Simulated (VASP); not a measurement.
Data:

```
SrVO3
1.0
    3.96275     0.00000     0.00000
    0.00000     3.96275     0.00000
    0.00000     0.00000     3.96275
Sr V O
1 1 3
Direct
  0.00000   0.00000   0.00000
  0.50000   0.50000   0.50000
  0.50000   0.00000   0.50000
  0.00000   0.50000   0.50000
  0.50000   0.50000   0.00000
```

These are vdW-DF2, VASP's PBE PAW potentials (set 64) (plane waves; VASP) values and carry that method's errors. Settings: 520 eV cut-off, 8×8×8 Γ-centred mesh, first-order Methfessel-Paxton smearing of 0.10 eV, potentials Sr_sv V_sv O.

### Question
Predict the energy per atom (σ→0), pressure, band gap (on the k-mesh) with the smallest direct gap where there is one.

### Answer

```yaml
band gap (on the k-mesh): none (metal, semimetal or under 0.01 eV)
energy per atom (σ→0): -5.786 eV/atom
pressure: -4.59 GPa
```

Only differences to runs with the same potentials and settings are physical.

The compound is SrVO3 in the cubic perovskite structure. This cell is one point of a volume scan, at 1.03 of the reference volume. The run is not spin-polarised, so no magnetic state was tried. The electron count is odd and the run is not spin-polarised, which forces a metal.
